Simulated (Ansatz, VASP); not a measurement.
# Ga2PtSe2S3 (1T-PtSe2 under alpha-Ga2S3 ferroelectric layer, AC) in two plane-wave programs, part 2 of 2

Aim: how closely do two programs agree when they are given the same cell, functional and k mesh? The structure shown is the start of the Ansatz relaxation below; VASP solves that cell, so the two are compared at the walk's first step.

VASP 6.6.1 and Ansatz 0.2.0.

So far: Set-up; Ansatz: relaxation, PBE with D3(BJ).

**3. VASP: single point, PBE with D3(BJ), start cell**

Level of this step: PBE with D3(BJ); plane waves and PAW (Se, Pt, S, Ga_d) (VASP).

The same cell, functional, mesh and smearing now go to VASP, with its own data sets.

Lines of VASP's logs that name or quote its potential files are left out, and so is its time.

The input, INCAR:

```
SYSTEM = Ga2PtSe2S3
PREC = Accurate
ENCUT = 400
EDIFF = 1E-06
NELM = 120
ISMEAR = -1
SIGMA = 0.05
LREAL = .FALSE.
ALGO = Normal
GGA = PE
IVDW = 12
NBANDS = 41
LASPH = .TRUE.
LORBIT = 11
LWAVE = .FALSE.
LCHARG = .FALSE.
ISIF = 2
LDIPOL = .TRUE.
IDIPOL = 3
DIPOL = 0.5 0.5 0.499
LVHAR = .TRUE.
GGA_COMPAT = .FALSE.
EFERMI = MIDGAP
NELMDL = -8
KPAR = 2
```

The input, POSCAR:

```
Ga2PtSe2S3
1.0
    3.7000000000      0.0000000000      0.0000000000
   -1.8500000000      3.2042940000      0.0000000000
    0.0000000000      0.0000000000     54.0220030000
Se Pt S Ga
2 1 3 2
Direct
    0.6666666667      0.3333333333      0.3933582396
    0.3333333333      0.6666666667      0.4353359130
    0.0000000000      0.0000000000      0.4143470763
    0.6666666667      0.3333333333      0.4917943898
    0.0000000000      0.0000000000      0.5546855047
    0.6666666667      0.3333333333      0.6066417604
    0.0000000000      0.0000000000      0.5126655892
    0.3333333333      0.6666666667      0.5835030404
```

The input, KPOINTS:

```
Automatic mesh
0
Gamma
12 12 1
0 0 0
```

PAW data sets: Se, Pt, S and Ga_d (PBE family, release 64).

Run with:

```sh
mpirun -np 2 vasp_std
```

Numbers of over 12 decimals in the logs are rounded to 6 here.

The program printed:

```text
[banner, memory and clock lines left out]
running    2 mpi-ranks, on    1 nodes
 distrk:  each k-point on    1 cores,    2 groups
 distr:  one band on    1 cores,    1 groups

 POSCAR found type information on POSCAR SePtS Ga
 POSCAR found :  4 types and       8 ions
 LDA part: xc-table for (Slater+PW92), standard interpolation
|                                                                             |
|           W    W    AA    RRRRR   N    N  II  N    N   GGGG   !!!           |
|           W    W   A  A   R    R  NN   N  II  NN   N  G    G  !!!           |
|           W    W  A    A  R    R  N N  N  II  N N  N  G       !!!           |
|           W WW W  AAAAAA  RRRRR   N  N N  II  N  N N  G  GGG   !            |
|           WW  WW  A    A  R   R   N   NN  II  N   NN  G    G                |
|           W    W  A    A  R    R  N    N  II  N    N   GGGG   !!!           |
|                                                                             |
|     One of the lattice vectors is very long (>50 A), but AMIN is rather     |
|     large. This can spoil convergence since charge sloshing might occur     |
|     along the long lattice vector. If problems with convergence are         |
|     observed, try to decrease AMIN to a smaller value (e.g. 0.01).          |
|     Note: This warning only applies if the self-consistency cycle is        |
|     used.                                                                   |
|                                                                             |

 POSCAR, INCAR and KPOINTS ok, starting setup
 FFT: planning ... GRIDC
 FFT: planning ... GRID_SOFT
 FFT: planning ... GRID
 WAVECAR not read
 entering main loop
       N       E                     dE             d eps       ncg     rms          rms(c)
DAV:   1     0.489650553125E+03    0.48965E+03   -0.22835E+04  1806   0.109E+03
DAV:   2     0.345365189761E+02   -0.45511E+03   -0.44176E+03  2228   0.260E+02
DAV:   3    -0.331832249745E+02   -0.67720E+02   -0.66664E+02  2036   0.106E+02
DAV:   4    -0.364814424978E+02   -0.32982E+01   -0.32741E+01  2353   0.275E+01
DAV:   5    -0.365369006229E+02   -0.55458E-01   -0.55333E-01  2028   0.335E+00
DAV:   6    -0.365397140308E+02   -0.28134E-02   -0.28128E-02  2420   0.741E-01
DAV:   7    -0.365397551818E+02   -0.41151E-04   -0.41144E-04  2051   0.923E-02
DAV:   8    -0.365397570525E+02   -0.18707E-05   -0.18708E-05  2316   0.180E-02    0.184E+01
DAV:   9    -0.348475187053E+02    0.16922E+01   -0.59802E+00  2035   0.312E+01    0.111E+01
DAV:  10    -0.348253081096E+02    0.22211E-01   -0.31207E+00  1919   0.104E+01    0.456E+00
DAV:  11    -0.347307825734E+02    0.94526E-01   -0.34797E-01  1900   0.527E+00    0.119E+00
DAV:  12    -0.347246739532E+02    0.61086E-02   -0.91492E-02  2124   0.165E+00    0.488E-01
DAV:  13    -0.347238389790E+02    0.83497E-03   -0.14666E-02  1876   0.746E-01    0.310E-01
DAV:  14    -0.347240583732E+02   -0.21939E-03   -0.12664E-03  2132   0.243E-01    0.160E-01
[...]
DAV:  19    -0.347243404125E+02   -0.42981E-04   -0.42941E-06  1716   0.136E-02    0.460E-03
DAV:  20    -0.347243805926E+02   -0.40180E-04   -0.17570E-06  1324   0.523E-03    0.303E-03
DAV:  21    -0.347244464005E+02   -0.65808E-04   -0.27749E-06  1363   0.474E-03    0.363E-03
DAV:  22    -0.347244636828E+02   -0.17282E-04   -0.22807E-07  1268   0.226E-03    0.158E-03
DAV:  23    -0.347244992149E+02   -0.35532E-04   -0.18165E-06  1244   0.281E-03    0.120E-03
DAV:  24    -0.347245091353E+02   -0.99203E-05   -0.25365E-07  1260   0.170E-03    0.498E-04
DAV:  25    -0.347245136031E+02   -0.44678E-05   -0.72108E-08  1114   0.113E-03    0.721E-04
DAV:  26    -0.347245145837E+02   -0.98060E-06   -0.16639E-08  1057   0.688E-04
   1 F= -.37077849E+02 E0= -.37077848E+02  d E =-.125517E-05
```

From OUTCAR (step 3):

```text
ion  position               nearest neighbor table
   1  0.667  0.333  0.393-   3 2.42   3 2.42   3 2.42
   2  0.333  0.667  0.435-   3 2.42   3 2.42   3 2.42
   3  0.000  0.000  0.414-   1 2.42   2 2.42   1 2.42   2 2.42   1 2.42   2 2.42
   4  0.667  0.333  0.492-   7 2.42   7 2.42   7 2.42
   5  0.000  0.000  0.555-   7 2.27   8 2.64   8 2.64   8 2.64
   6  0.667  0.333  0.607-   8 2.48   8 2.48   8 2.48
   7  0.000  0.000  0.513-   5 2.27   4 2.42   4 2.42   4 2.42
   8  0.333  0.667  0.584-   6 2.48   6 2.48   6 2.48   5 2.64   5 2.64   5 2.64

  LATTYP: Found a hexagonal cell.
 ALAT       =     3.7000000000
 C/A-ratio  =    14.6005413514

 Subroutine GETGRP returns: Found  6 space group operations
 (whereof  6 operations were pure point group operations)

The static configuration has the point symmetry C_3v.

 Found     19 irreducible k-points:

   k-points           NKPTS =     19   k-points in BZ     NKDIM =     19   number of bands    NBANDS=     41

   dimension x,y,z NGX =    24 NGY =   24 NGZ =  360
   dimension x,y,z NGXF=    48 NGYF=   48 NGZF=  720

   ENCUT  =  400.0 eV  29.40 Ry    5.42 a.u.   6.03  6.03 88.10*2*pi/ulx,y,z

   NELECT =      66.0000    total number of electrons

 k-points in reciprocal lattice and weights: Automatic mesh
   0.00000000  0.00000000  0.00000000       0.007
   0.08333333  0.00000000  0.00000000       0.042
   0.16666667  0.00000000  0.00000000       0.042
   0.25000000  0.00000000  0.00000000       0.042
   0.33333333  0.00000000  0.00000000       0.042
   0.41666667  0.00000000  0.00000000       0.042
   0.50000000  0.00000000  0.00000000       0.021
   0.08333333  0.08333333  0.00000000       0.042
   0.16666667  0.08333333  0.00000000       0.083
[...]
0.33333333  0.25000000  0.00000000       0.083
   0.33333333  0.33333333  0.00000000       0.014

 dipolmoment           0.000000      0.000000      0.089949 electrons x Angstroem

 average (electrostatic) potential at core
       1 -61.8641       2 -61.8920       3 -78.1572       4 -95.1106       5 -94.1496
       6 -93.6410       7 -73.9590       8 -73.0552

 E-fermi :  -2.7131

 k-point     1 :       0.0000    0.0000    0.0000
  band No.  band energies     occupation
    ...
     29      -3.9264      2.00000
     30      -3.7965      2.00000
     31      -3.7965      2.00000
     32      -3.4874      2.00000
     33      -3.4874      2.00000
     34      -1.9157      0.00000
     35      -0.8106      0.00000
     36      -0.2177      0.00000
     37      -0.2177      0.00000
     38       0.9752      0.00000
    ...

 k-point     2 :       0.0833    0.0000    0.0000
  band No.  band energies     occupation
    ...
     29      -3.9466      2.00000
     30      -3.9354      2.00000
     31      -3.7707      2.00000
     32      -3.6887      2.00000
     33      -3.4356      2.00000
     34      -1.6107      0.00000
     35      -0.7922      0.00000
     36      -0.5207      0.00000
     37      -0.3706      0.00000
     38       1.1852      0.00000
    ...

 k-point     3 :       0.1667    0.0000    0.0000
  band No.  band energies     occupation
    ...
     29      -4.1832      2.00000
     30      -4.0709      2.00000
     31      -3.8895      2.00000
     32      -3.4861      2.00000
     33      -3.4318      2.00000
     34      -1.7869      0.00000
     35      -1.1605      0.00000
     36      -0.6170      0.00000
     37      -0.2839      0.00000
     38       0.7506      0.00000
    ...

 Edisp (eV)   -2.35333

  Total       2.40258     2.40258     0.57799     0.00000     0.00000     0.00000
  in kB       6.01014     6.01014     1.44585     0.00000     0.00000     0.00000
  external pressure =        4.49 kB  Pullay stress =        0.00 kB

  energy-cutoff  :      400.00
  volume of cell :      640.48
      direct lattice vectors                 reciprocal lattice vectors
     3.700000000  0.000000000  0.000000000     0.270270270  0.156040613  0.000000000
    -1.850000000  3.204294000  0.000000000     0.000000000  0.312081226  0.000000000
     0.000000000  0.000000000 54.022003000     0.000000000  0.000000000  0.018510976

 POSITION                                       TOTAL-FORCE (eV/Angst)
 -----------------------------------------------------------------------------------
      1.85000      1.06810     21.25000        -0.000000      0.000000     -2.660485
     -0.00000      2.13620     23.51772         0.000000      0.000000      2.602924
      0.00000      0.00000     22.38386         0.000000      0.000000      0.133900
      1.85000      1.06810     26.56772         0.000000     -0.000000      0.816164
      0.00000      0.00000     29.96522        -0.000000     -0.000000     -0.217643
      1.85000      1.06810     32.77200        -0.000000      0.000000     -1.152230
      0.00000      0.00000     27.69522         0.000000      0.000000     -0.160659
     -0.00000      2.13620     31.52200         0.000000      0.000000      0.638030
 -----------------------------------------------------------------------------------
    total drift:                               -0.000001     -0.000000      0.003948

  FREE ENERGIE OF THE ION-ELECTRON SYSTEM (eV)
  ---------------------------------------------------
  free  energy   TOTEN  =       -37.0778489888 eV

  energy  without entropy=      -37.0778477336  energy(sigma->0) =      -37.07784836

 vacuum level on the upper side and lower side of the slab         3.430         2.058

 total charge
# of ion       s       p       d       tot
------------------------------------------
    1        1.476   2.322   0.083   3.881
    2        1.477   2.319   0.085   3.881
    3        0.742   0.869   8.111   9.722
    4        1.355   2.326   0.000   3.681
    5        1.348   2.354   0.000   3.702
    6        1.360   2.300   0.000   3.660
    7        0.834   0.684  10.028  11.546
    8        0.783   0.585  10.031  11.398
--------------------------------------------------
tot          9.375  13.759  28.337  51.472

[... 3 further parts left out ...]
```

**4. Differences**

Known differences besides the potentials themselves: Ansatz cuts the interaction across the vacuum, VASP repeats the sheet with a dipole correction; the data sets hold 94 valence electrons in Ansatz (on its default PAW (the set named soft_2) files) and 66 in VASP; the cutoff is 420 eV in Ansatz and 400 eV in VASP. Total energies have different zeros and are not compared.

Forces (eV/Å; atoms numbered as in POSCAR):

```
atom        Ansatz x, y, z          VASP x, y, z
 Se1  0.000, 0.000, -2.650  0.000, 0.000, -2.660
 Se2   0.000, 0.000, 2.593   0.000, 0.000, 2.603
 Pt3   0.000, 0.000, 0.136   0.000, 0.000, 0.134
  S4   0.000, 0.000, 0.824   0.000, 0.000, 0.816
  S5  0.000, 0.000, -0.196  0.000, 0.000, -0.218
  S6  0.000, 0.000, -1.152  0.000, 0.000, -1.152
 Ga7  0.000, 0.000, -0.179  0.000, 0.000, -0.161
 Ga8   0.000, 0.000, 0.624   0.000, 0.000, 0.638
```

The forces differ by 7.2 meV/Å r.m.s., which is 0.9 % of the r.m.s. force of 0.825 eV/Å (both taken over all components). With vacuum in the cell, a pressure given here is an average over mostly empty space and none of the material.

**5. Summary of results**

| Property | Result |
| --- | --- |
| r.m.s. force difference (single point, PBE with D3(BJ), start cell) | 0.87 % of the r.m.s. force |

In words: The r.m.s. force difference is 0.87 % of the r.m.s. force (single point, PBE with D3(BJ), start cell), within the 3 % picked in this series as the mark of a large difference. The data sets hold unlike numbers of valence electrons (94 in Ansatz and 66 in VASP), so part of the differences comes from the potentials. 1 further run of this series is not shown here. How closely two codes agree says nothing of how well the functional describes the real material.

[Lines on the potential files, build, host, timing and source positions are cut from VASP's logs without a mark.]

[Logs are printed without paths, hosts, clocks, repeated set-up lines and the standing remarks that a program may print on its own settings, such as how far it seeks lower states.]

[Hosts, paths, dates, database ids (printed as entryN), source tags and the programs' standing remarks are cut or masked in the printed files.]
